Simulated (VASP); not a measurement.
```
CELL_PARAMETERS angstrom
      3.94085    -2.14907    -0.00185
      3.94085     2.14907    -0.00185
      2.77056     0.00000     3.53169
ATOMIC_POSITIONS crystal
  Sb 0.23296 0.23296 0.23296
  Sb 0.76704 0.76704 0.76704
```

Computed with PBE GGA, VASP's PBE PAW potentials (set 64) (plane waves; VASP). Numerical set-up: 480 eV cut-off, 8×8×8 Γ-centred mesh, Gaussian smearing of 0.050 eV, potentials Sb.

Q: Which forces act on the atoms, in eV/Å?

A: 
| atom | Fx | Fy | Fz |
|---|---|---|---|
| Sb1 | 0.295 | 0.000 | 0.098 |
| Sb2 | -0.295 | 0.000 | -0.098 |

Q: Give the stress tensor in GPa (positive for a compressed cell).

A: 
```
 3.14   0.00  -0.21
 0.00   3.77   0.00
-0.21   0.00   3.70
```
The pressure is its mean diagonal, 3.54 GPa.

The compound is Sb in the a7 structure. This cell was strained or had an atom moved on purpose.
